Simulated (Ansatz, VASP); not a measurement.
# Ti6AlSiC4 (Ti3Al0.5Si0.5C2, 312 MAX phase): VASP beside Ansatz

Wanted: the spread between two codes on one cell, functional and k mesh. The cell is invented: As first built, before any earlier steps moved the atoms (in the runner's words): 2x2x1 conventional cells of the Ti3AlC2 type (48 atoms: 16 C, 4 Al, 4 Si, 24 Ti); Al/Si share their sites, the best of 600 random draws by like-pair counts in two shells; start lattice by linear mixing of the end members' cells; atoms moved at random by 0.02 A. It may not be a known or stable phase. The structure shown is the start of the Ansatz relaxation below; VASP solves that cell, so the two are compared at the walk's first step.

Main program and level: Ansatz 0.2.0; plane waves, with VASP 6.6.1 beside it; single point at PBEsol.

**1. The structure**

The cell holds 48 atoms: 16 C, 4 Al, 4 Si and 24 Ti. Cell: a = 6.130 Å, b = 6.129 Å, c = 18.177 Å, α = 90.0°, β = 90.0°, γ = 120.0°. It derives from Ti3AlC2 (Ti3AlC2 type, space group 194), repeated 2×2×1. As first built, before any earlier steps moved the atoms (in the runner's words): 2x2x1 conventional cells of the Ti3AlC2 type (48 atoms: 16 C, 4 Al, 4 Si, 24 Ti); Al/Si share their sites, the best of 600 random draws by like-pair counts in two shells; start lattice by linear mixing of the end members' cells; atoms moved at random by 0.02 A.

**2. Ansatz: relaxation, PBEsol**

Ansatz runs on its default PAW (the set named soft_2) files.

The two programs are compared at the cell with which this relaxation starts, whose forces are those of its first step.

File input.yaml:

```yaml
crystal:
  lattice:
    - [6.1295, 0.0, 0.0]
    - [-3.06475, 5.3083, 0.0]
    - [0.0, 0.0, 18.17675]
  atoms:
    - { symbol: C, position: [0.16931, 0.33427, 0.56926] }
    - { symbol: C, position: [0.33848, 0.16902, 0.06917] }
    - { symbol: C, position: [0.16131, 0.33096, 0.93109] }
    - { symbol: C, position: [0.34046, 0.17275, 0.42905] }
    - { symbol: C, position: [0.1681, 0.83854, 0.57034] }
    - { symbol: C, position: [0.33334, 0.66169, 0.06969] }
    - { symbol: C, position: [0.16595, 0.832, 0.92944] }
    - { symbol: C, position: [0.33108, 0.67281, 0.43006] }
    - { symbol: C, position: [0.66396, 0.33741, 0.57018] }
    - { symbol: C, position: [0.83535, 0.16597, 0.06925] }
    - { symbol: C, position: [0.6649, 0.33467, 0.93077] }
    - { symbol: C, position: [0.83622, 0.16916, 0.43124] }
    - { symbol: C, position: [0.66959, 0.83719, 0.57134] }
    - { symbol: C, position: [0.83427, 0.66648, 0.06965] }
    - { symbol: C, position: [0.65996, 0.82758, 0.93138] }
    - { symbol: C, position: [0.83243, 0.66473, 0.43168] }
    - { symbol: Al, position: [0.00348, 0.00037, 0.75115] }
    - { symbol: Al, position: [0.00028, 0.50152, 0.25205] }
    - { symbol: Al, position: [0.50319, 0.99915, 0.25082] }
    - { symbol: Al, position: [0.50391, 0.49976, 0.2496] }
    - { symbol: Si, position: [0.00587, 0.99912, 0.24862] }
    - { symbol: Si, position: [0.00514, 0.5089, 0.75078] }
    - { symbol: Si, position: [0.4995, 0.99218, 0.7495] }
    - { symbol: Si, position: [0.50373, 0.4989, 0.75158] }
    - { symbol: Ti, position: [0.00292, 0.00196, 0.00199] }
    - { symbol: Ti, position: [0.99813, 0.99872, 0.50026] }
    - { symbol: Ti, position: [0.16487, 0.32744, 0.1305] }
    - { symbol: Ti, position: [0.33446, 0.16655, 0.62983] }
    - { symbol: Ti, position: [0.16835, 0.3384, 0.37122] }
    - { symbol: Ti, position: [0.33472, 0.16384, 0.87084] }
    - { symbol: Ti, position: [0.00013, 0.49695, 0.99942] }
    - { symbol: Ti, position: [0.00261, 0.50469, 0.50098] }
    - { symbol: Ti, position: [0.17086, 0.83496, 0.13013] }
    - { symbol: Ti, position: [0.33934, 0.66778, 0.62962] }
    - { symbol: Ti, position: [0.16545, 0.82627, 0.37103] }
    - { symbol: Ti, position: [0.33675, 0.66997, 0.87078] }
    - { symbol: Ti, position: [0.5026, 0.99804, 0.99994] }
    - { symbol: Ti, position: [0.50355, 0.99535, 0.50004] }
    - { symbol: Ti, position: [0.66659, 0.33341, 0.12853] }
    - { symbol: Ti, position: [0.83398, 0.16303, 0.62766] }
    - { symbol: Ti, position: [0.6665, 0.32921, 0.37152] }
    - { symbol: Ti, position: [0.83259, 0.16443, 0.87072] }
    - { symbol: Ti, position: [0.50097, 0.50201, 0.9994] }
    - { symbol: Ti, position: [0.49703, 0.4949, 0.49978] }
    - { symbol: Ti, position: [0.6607, 0.83343, 0.12857] }
    - { symbol: Ti, position: [0.84291, 0.67174, 0.6289] }
    - { symbol: Ti, position: [0.67059, 0.83461, 0.3698] }
    - { symbol: Ti, position: [0.82778, 0.67103, 0.87148] }
kpoints:
  mp_grid: { grid: [5, 5, 1] }
hamiltonian:
  xc: pbesol
scf:
  occupations: { method: methfessel_paxton, width: 0.15 }
output:
  forces: true
  stress: true
relax:
  f_tol: 0.02
  max_steps: 45
  cell: { stress_tol: 0.1 }
```

The run is started by

```console
$ ansatz run input.yaml --threads 32 --pin off --max-ram 143360MiB --backend cuda --events-out ev --progress --plain --runs-dir out
```

Numbers of over 12 decimals in the logs are rounded to 6 here.

Output:

```text
The last accepted step is kept in <dir> (removed where the run ends without a failure and the disk answers)
Engine: ansatz 0.2.0, aarch64-unknown-linux-gnu
Pseudopotentials: kind: paw
Pseudopotential: C, paw, valence charge 4, recommended cutoff 420 eV (normal), C.paw.azcp
Pseudopotential: Al, paw, valence charge 3, recommended cutoff 420 eV (normal), Al.paw.azcp
Pseudopotential: Si, paw, valence charge 4, recommended cutoff 420 eV (normal), Si.paw.azcp
Pseudopotential: Ti, paw, valence charge 12, recommended cutoff 420 eV (normal), Ti.paw.azcp
Functional definition: PBEsol
  exchange = pbesol_x
  correlation = pbesol_c
device memory: the entry about to start is reckoned to put 23.7 GiB on a device that reports 182.5 GiB free
GPU FFT provider: cuFFT
GPU libraries: cuBLAS 13.8.1, cuFFT 12.4.0, cuSOLVER 12.3.2
GPU matrix products: emulated (plane waves: as basis.precision tells), large ones in fixed point in workspaces of 1.00 GiB
Crystal: 48 atoms, lattice volume = 591.421 Å³
Basis set: ecut = 420 eV, 11527 PW (Γ), exchange–correlation on 90×90×250 points (8 copies of the dense FFT grid, shifted against one another)
Bands: 238, of which v1, the nominal top of the filled ones, is band 190 counted from 1 (189 counted from 0)
Symmetry: 1 space group operations
Space group: P1 (ITA 1), of the structure as read, at distance tolerance 8.4e-5 Å
k-points: 13 of 25 (time reversal used)
Non-local potential: C, projectors of the file, l = 0: 2, l = 1: 2, l = 2: 1
Non-local potential: Al, projectors of the file, l = 0: 2, l = 1: 2, l = 2: 1
Non-local potential: Si, projectors of the file, l = 0: 2, l = 1: 2, l = 2: 2
Non-local potential: Ti, projectors of the file, l = 0: 3, l = 1: 2, l = 2: 3, l = 3: 1
PAW form: soft (Blöchl's): semilocal exchange-correlation on the pseudo side does not see the compensation charge
PAW frozen core: C, regenerated for the run's functional, and the local potential with it (the file was generated under x = pbe(κ = 0.804, μ = 0.219515), c = pbe(β = 0.066725))
PAW frozen core: Al, regenerated for the run's functional, and the local potential with it (the file was generated under x = pbe(κ = 0.804, μ = 0.219515), c = pbe(β = 0.066725))
PAW frozen core: Si, regenerated for the run's functional, and the local potential with it (the file was generated under x = pbe(κ = 0.804, μ = 0.219515), c = pbe(β = 0.066725))
PAW frozen core: Ti, regenerated for the run's functional, and the local potential with it (the file was generated under x = pbe(κ = 0.804, μ = 0.219515), c = pbe(β = 0.066725))
PAW one-centre angular grid: C, 110 points (default); XC on 64 Gauss nodes
PAW one-centre angular grid: Al, 110 points (default); XC on 64 Gauss nodes
PAW one-centre angular grid: Si, 110 points (default); XC on 64 Gauss nodes
PAW one-centre angular grid: Ti, 590 points (default); XC on 64 Gauss nodes
Initial density: superposition of atomic densities (neutral atoms: chi_scale 0, normalization atom), corrected by the library's trained network
Initial wavefunctions: pseudopotential atomic-orbital guess
GPU buffer pool allocated for 253125 grid points (all kernels)
GPU transforms: local potential and band sums: pruned to the plane-wave sphere, on 45×45×125
Functional: x = pbesol(κ = 0.804, μ = 0.123457), c = pbesol(β = 0.046)
SCF iter   1: F=—  HF=-67946.442179 eV  |F-HF|=—  |Δ(HF+E_count)|=         —  Δρ=6.32e-3  dr2=7.06e-1  ethr=1.77e-3  ⟨swp⟩=5.9  Hψ=12264  notcnv=0
preconditioner: auto → Resta (q_TF=auto, 2.534 Å⁻¹)  ε∞=13.0  [insulator: Δε(μ)=0.105 eV  Ē_g=6.044 eV  σ=0.150 eV  W_gap=0.54  n_scr=176 (ndim 8)  ℏωp=20.9 eV  f_vac=0.000  D(μ)=8.22/eV (n_scr^D=50)  ε∞_Penn≈13.0]
SCF iter   2: F=—  HF=-67946.363723 eV  |F-HF|=—  |Δ(HF+E_count)|=   7.85e-2  S|Δr|=    0.00e0  Δρ=2.82e-3  dr2=8.07e-2  ethr=1.86e-4  ⟨swp⟩=1.0  Hψ=3562  notcnv=0
SCF iter   3: F=—  HF=-67946.347144 eV  |F-HF|=—  |Δ(HF+E_count)|=   1.66e-2  S|Δr|=    0.00e0  Δρ=9.70e-4  dr2=9.16e-3  ethr=2.12e-5  ⟨swp⟩=2.0  Hψ=3625  notcnv=0
SCF iter   4: F=—  HF=-67946.347836 eV  |F-HF|=—  |Δ(HF+E_count)|=   6.92e-4  S|Δr|=    0.00e0  Δρ=2.83e-4  dr2=6.80e-4  ethr=2.41e-6  ⟨swp⟩=2.0  Hψ=3864  notcnv=0
SCF iter   5: F=—  HF=-67946.342326 eV  |F-HF|=—  |Δ(HF+E_count)|=   5.51e-3  S|Δr|=    0.00e0  Δρ=9.29e-5  dr2=7.08e-5  ethr=1.79e-7  ⟨swp⟩=2.0  Hψ=3657  notcnv=0
SCF iter   6: F=—  HF=-67946.343975 eV  |F-HF|=—  |Δ(HF+E_count)|=   1.65e-3  S|Δr|=    0.00e0  Δρ=1.68e-5  dr2=2.26e-6  ethr=1.86e-8  ⟨swp⟩=2.0  Hψ=3783  notcnv=0  defer=2
SCF iter   7: F=—  HF=-67946.343974 eV  |F-HF|=—  |Δ(HF+E_count)|=   4.18e-7  S|Δr|=    0.00e0  Δρ=5.57e-6  dr2=1.86e-7  ethr=5.94e-10  ⟨swp⟩=2.0  Hψ=3862  notcnv=0  defer=2
SCF iter   8: F=-67946.343974 eV  HF=-67946.343974 eV  |F-HF|=2.40e-9  |Δ(HF+E_count)|=   4.81e-8  S|Δr|=    0.00e0  Δρ=7.48e-7  dr2=4.57e-9  ethr=2.63e-11  ⟨swp⟩=4.0  Hψ=8743  notcnv=0
SCF 1 converged in 8 iterations: F = -67946.343974 eV  dr2 = 4.57e-9
[...]
[... from here the SCF lines of each step are left out ...]
device memory: the entry about to start is reckoned to put 23.1 GiB (of the 23.7 GiB reckoned in all, the device holds 0.5 GiB already) on a device that reports 182.0 GiB free
GPU FFT provider: cuFFT
GPU libraries: cuBLAS 13.8.1, cuFFT 12.4.0, cuSOLVER 12.3.2
GPU matrix products: emulated (plane waves: as basis.precision tells), large ones in fixed point in workspaces of 1.00 GiB
Crystal: 48 atoms, lattice volume = 579.069 Å³
GPU buffer pool allocated for 253125 grid points (all kernels)
GPU transforms: local potential and band sums: pruned to the plane-wave sphere, on 45×45×125
relax step   3: F+E_penalty+E_count = -67947.09856760 eV  Δ(F+E_penalty+E_count) = -3.008e-1 eV  max|allowed force component| = 8.631e-2 eV/Å  Δτ_max = 0.0803 Å  P = +0.077 GPa  Ω = 579.069 Å³  energy of the carried Pulay correction = +1.196e-2 eV  (6 SCF iters, dr2 threshold 4.80e-6 eV, accepted)
[...]
relax step   4: F+E_penalty+E_count = -67947.10352434 eV  Δ(F+E_penalty+E_count) = -4.957e-3 eV  max|allowed force component| = 4.805e-3 eV/Å  Δτ_max = 0.0265 Å  P = +0.004 GPa  Ω = 579.345 Å³  energy of the carried Pulay correction = +1.169e-2 eV  (6 SCF iters, dr2 threshold 4.66e-7 eV, accepted)
[...]
relax step   5: F+E_penalty+E_count = -67947.09242736 eV  Δ(F+E_penalty+E_count) = +1.110e-2 eV  max|allowed force component| = 4.825e-3 eV/Å  Δτ_max = 0.0000 Å  P = -0.021 GPa  Ω = 579.345 Å³  stress off target by 9.25e-2 GPa  SCF on the basis re-selected at this cell (its energy is not comparable with the rows above)  (4 SCF iters)
basis re-selected at this cell: Δ(F+E_penalty+E_count) = +1.110e-2 eV, ΔP = -0.025 GPa vs the last step (what re-selecting the basis moved, of the pressure what is left beyond the Pulay correction that the steps carried, after the strain that the cell walked since its last selection, with what the two solves' SCF thresholds leave and, on support functions, any second-order correction that the steps lacked; it is no m [...]
SCF converged after 4 iterations
Stability not checked: this state was not tested for a lower state beside it, because cold or Methfessel-Paxton smearing, or corrected tetrahedra, fill the levels in a way that the test cannot read (fill_not_monotonic; see scf.lower_state_search)
Free energy (F): -67947.092427 eV
Harris-Foulkes:  -67947.092427 eV  (|F-HF|=3.49e-10)
Internal energy: -67947.112326 eV  (E = F + TS)
E sigma→0 (E₀):  -67947.097402 eV
Entropy (-TS):   0.019898 eV (0.415 meV/atom)
Fermi energy:    13.174528 eV
Step filling:    the computed levels leave a gap of 0.0000 eV = 0.0 smearing widths at the electron count; against every level under it full and every level over it empty, smearing changes F+E_penalty+E_count by +10.211 meV and its σ→0 estimate by +5.237 meV
--- Per-component energies (eV) ---
  E_band       = -3175.861524
  E_kinetic    = 8265.187639
  E_local      = -31325.302906  (includes V_loc(G=0)·N_el)
  E_nonlocal   = 752.230542
  E_hartree    = 13780.290958
  E_xc         = -3508.465757
  E_vxc        = -4233.570733  (∫ρ·V_xc dr)
  E_paw        = -29859.325815  (= ΣΔE_a)
  E_vpaw       = -4194.991419  (= ΣTr[D̂ρ^β])
  E_aug_tail   = 0.002918  (compensation charges beyond the density's cutoff)
  E_ewald      = -26055.615536
  E_core_change = 3.885630  (= ΣΔE_core)
  E_smearing   = 0.019898  (= −TS)
  E_closure    = -0.000000  (closes the sum)
  Σ components = -67947.092427   (vs F -67947.092427, Δ=0.00e0)
--- Forces (eV/Å), atoms counted from 1 ---
  atom   1  C     -0.00024294    -0.00132408    -0.00357034
  atom   2  C      0.00022355     0.00031629     0.00189103
  atom   3  C     -0.00009808    -0.00105981     0.00363479
  atom   4  C      0.00034010     0.00014066    -0.00166637
  atom   5  C     -0.00119188     0.00068142    -0.00374625
  atom   6  C      0.00022478     0.00011370     0.00076969
  atom   7  C     -0.00096661     0.00065021     0.00389300
  atom   8  C      0.00002229     0.00004811    -0.00073965
  atom   9  C      0.00003176     0.00005509     0.00097346
  atom  10  C     -0.00018687     0.00007898     0.00233196
  atom  11  C     -0.00006921     0.00000105    -0.00120942
  atom  12  C      0.00000397     0.00027556    -0.00181395
  atom  13  C      0.00108089     0.00060166    -0.00358675
  atom  14  C      0.00000341    -0.00009659     0.00253231
  atom  15  C      0.00103592     0.00045427     0.00399837
  atom  16  C      0.00015068    -0.00020666    -0.00182018
  atom  17  Al    -0.00012259     0.00020919    -0.00032923
  atom  18  Al     0.00110773     0.00052432    -0.00058608
  atom  19  Al     0.00008567    -0.00106038     0.00002025
  atom  20  Al    -0.00062819     0.00051780    -0.00025066
  atom  21  Si    -0.00017172    -0.00007765    -0.00015084
  atom  22  Si     0.00314906     0.00142974     0.00018126
  atom  23  Si     0.00004819    -0.00336679     0.00015400
  atom  24  Si    -0.00326485     0.00203931    -0.00048016
[...]
atom  41  Ti    -0.00018576    -0.00018541     0.00403752
  atom  42  Ti     0.00379807    -0.00194647    -0.00166601
  atom  43  Ti    -0.00387473     0.00210285    -0.00459433
  atom  44  Ti    -0.00358658     0.00220352     0.00482488
  atom  45  Ti    -0.00157250    -0.00042989     0.00023171
  atom  46  Ti    -0.00018736     0.00432984     0.00140615
  atom  47  Ti    -0.00176181    -0.00143178    -0.00047029
  atom  48  Ti    -0.00000251     0.00406515    -0.00153974
  max |Σ_I F_I| component: 1.64e-6 eV/Å
--- Stress (GPa, compression-positive) ---
        0.015992       0.000524      -0.001480
        0.000524       0.014125      -0.001350
       -0.001480      -0.001350      -0.092485
  P = ⅓ Tr σ = -0.0208 GPa (-0.208 kbar)
--- Band table (eV; the first three rows and the last of 13) ---
--- Relaxed structure (4 steps of the walk, 4 accepted, 1 SCFs on fresh bases) ---
  F+E_penalty+E_count = -67947.09242736 eV   max|allowed force component| = 4.825e-3 eV/Å   (the final SCF, on the basis selected at the relaxed cell)
  cell:  # Å, volume = 579.3455 Å³
    - [6.092463, -6.547532338398118e-6, 3.817223306024005e-5]
    - [-3.046237, 5.276266, 2.193065161069259e-5]
    - [0.000113198, 0.00014045, 18.022636]
  atoms:
    [... one line an atom ...]
```

The column dr2 measures how far the density is from self-consistency, as an energy; F and HF (Harris–Foulkes) agree once it is small.

(Continued in part 2 of 2.)

[Lines on the potential files, build, host, timing and source positions are cut from VASP's logs without a mark.]

[Logs are printed without paths, hosts, clocks, repeated set-up lines and the standing remarks that a program may print on its own settings, such as how far it seeks lower states.]

[Hosts, paths, dates, database ids (printed as entryN), source tags and the programs' standing remarks are cut or masked in the printed files.]
